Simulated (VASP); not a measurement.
Data:

```yaml
crystal:
  lattice:
    - [0.00000, 2.87637, 2.87637]
    - [2.87637, 0.00000, 2.87637]
    - [2.87637, 2.87637, 0.00000]
  atoms:
    - { symbol: Li, position: [0.25000, 0.25000, 0.25000] }
    - { symbol: Li, position: [0.75000, 0.75000, 0.75000] }
    - { symbol: S, position: [0.00000, 0.00000, 0.00000] }
```

These are vdW-DF2, VASP's PBE PAW potentials (set 64) (plane waves; VASP) values and carry that method's errors. Numerical set-up: 520 eV cut-off, Gaussian smearing of 0.050 eV, potentials Li_sv S.

Problem. Give the energies of bands 4 to 9 at the high-symmetry points, in eV from the valence-band maximum.

Solution. 
```tsv
band	Γ	X	U	L	W
4	0.00	-2.04	-1.93	-2.70	-1.72
5	0.00	-1.33	-1.85	-0.47	-1.72
6	0.00	-1.33	-1.07	-0.47	-1.62
7	4.32	3.61	4.76	6.09	5.63
8	6.29	7.12	8.04	6.66	7.28
9	6.29	10.94	9.37	6.66	8.85
```

The gap is indirect, 3.61 eV, from the valence maximum at Γ to the conduction minimum at X.

The compound is Li2S in the antifluorite structure. It was relaxed first.
